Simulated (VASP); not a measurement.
A run of VASP 6.6.1 is set up as follows.

File INCAR:

```
  PREC = Accurate
  ENCUT = 520
  EDIFF = 1E-6
  ISMEAR = 0
  SIGMA = 0.01
  LREAL = F
  LASPH = T
  NELM = 100
  ALGO = Fast
  ISIF = 2
  LWAVE = F
  LCHARG = T
  GGA = PE
  LELF = T
  LVHAR = T
  LVACPOTAV = T
```

Contents of KPOINTS:

```
Automatic mesh
0
Gamma
  1 1 1
```

File POSCAR:

```
BHSeCl2
1.0
   12.0000000000      0.0000000000      0.0000000000
    0.0000000000     13.0000000000      0.0000000000
    0.0000000000      0.0000000000     13.0000000000
Cl B Se H
2 1 1 1
Direct
    0.5347190000      0.5247610000      0.6225520000
    0.5947770000      0.3677670000      0.4562490000
    0.5293600000      0.4785960000      0.4909660000
    0.4435320000      0.5507660000      0.3853200000
    0.4040440000      0.6354870000      0.4537160000
```

Potentials or basis: VASP PAW PBE potentials, release 64 (Cl, B, Se, H).

Launch:

```console
$ cat potpaw_PBE.64/Cl/POTCAR potpaw_PBE.64/B/POTCAR potpaw_PBE.64/Se/POTCAR potpaw_PBE.64/H/POTCAR > POTCAR
$ mpirun -np 1 vasp_gam > vasp.out
```

(1) Predict the largest force.

(2) What does it give for the gap between the frontier levels?

## Answers

(1) 1.809 eV/Å.

(2) 4.20 eV.
